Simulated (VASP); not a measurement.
Input:

```yaml
crystal:
  lattice:
    - [1.87800, -3.25280, 0.00000]
    - [1.87800, 3.25280, 0.00000]
    - [0.00000, 0.00000, 4.89514]
  atoms:
    - { symbol: Pt, position: [0.00000, 0.00000, 0.00000] }
    - { symbol: Se, position: [0.33333, 0.66667, 0.25983] }
    - { symbol: Se, position: [0.64361, 0.35639, 0.74017] }
```

Calculation: PBEsol GGA, VASP's PBE PAW potentials (set 64) (plane waves; VASP). Run with 480 eV cut-off, 10×10×6 Γ-centred mesh, first-order Methfessel-Paxton smearing of 0.10 eV, potentials Pt Se.

Without a dispersion term in the relaxation, distances and binding between the weakly bound layers, chains or molecules are unreliable, and so is what depends on them.

Give the force on each atom (eV/Å).

```json
[
 {"atom": "Pt1", "Fx": "0.000", "Fy": "0.973", "Fz": "0.160"},
 {"atom": "Se2", "Fx": "0.000", "Fy": "-0.027", "Fz": "0.038"},
 {"atom": "Se3", "Fx": "0.000", "Fy": "-0.946", "Fz": "-0.198"}
]
```

Give the stress tensor in GPa (positive for a compressed cell).

```
 2.20   0.00   0.00
 0.00  -0.33   2.77
 0.00   2.77   0.46
```
The pressure is its mean diagonal, 0.78 GPa.

The compound is PtSe2 in the 1T layered structure. This cell was strained or had an atom moved on purpose.
